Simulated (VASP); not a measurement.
Input:

```xyz
3
Lattice="-1.5877 1.5877 3.8917 1.5877 -1.5877 3.8917 1.5877 1.5877 -3.8917" Properties=species:S:1:pos:R:3 pbc="T T T"
Si     0.0000     0.0000     5.1744
Si     0.0000     0.0000     2.6089
Mo     0.0000     0.0000     0.0000
```

Computed with LDA (Ceperley-Alder, Perdew-Zunger) with spin-orbit coupling, VASP's LDA PAW potentials (set 64) (plane waves; VASP). Run with 400 eV cut-off, 12×12×12 Γ-centred mesh, Gaussian smearing of 0.050 eV, potentials Si Mo_sv.

Task: Estimate the energy per atom (σ→0), band gap (over mesh and band path) with the smallest direct gap where there is one.

Result: 
```json
{
  "band gap (over mesh and band path)": "none (metal, semimetal or under 0.01 eV)",
  "energy per atom (σ→0)": "-8.639 eV/atom"
}
```

The compound is MoSi2 in the MoSi2 type structure. It was relaxed first.
